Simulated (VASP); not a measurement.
Runs of VASP 6.6.1 on Sr. It takes space group Fm-3m (No. 225, cubic). The conventional cell has a = 6.085 Å, b = 6.085 Å, c = 6.085 Å, α = 90.00°, β = 90.00°, γ = 90.00°. Sr (site symmetry m-3m) has 12 Sr at 4.30 Å as nearest neighbours. 

```csv
level,potentials or basis,gap on the mesh (eV),pressure (GPa),relaxed volume (Å³/atom)
PBE,"VASP PAW PBE potentials, release 64 (Sr_sv)",none,0.0,(a)
PBEsol,"VASP PAW PBE potentials, release 64 (Sr_sv)",none,0.0,51.67
PBE+D3(BJ),"VASP PAW PBE potentials, release 64 (Sr_sv)",none,0.0,51.84
r2SCAN,"VASP PAW PBE potentials, release 64 (Sr_sv)",none,0.0,(b)
LDA,"VASP PAW LDA potentials, release 64 (Sr_sv)",0.05,0.0,48.56
```

Alike in all rows: task relaxation of cell and atoms; no spin polarisation; cell relaxed; k mesh 12 × 12 × 12; cutoff (eV) 600; smearing methfessel-paxton 0.1 eV.

Fill in the values left out.

(a) 54.59; (b) 56.76.

Caveats: the PAW data sets were made with another functional, which shifts forces and pressure a little (some runs); pairwise dispersion overbinds metals, which lowers pressure and volume (some runs); the volume moved by -14 % from the deposited cell, more than functionals usually miss (some runs).

A k mesh can miss the band edges, and the runs leave out spin-orbit coupling on Sr.

A gap of «none» marks a metal or a gap under the smearing width.

Not every run made on this cell is shown here.
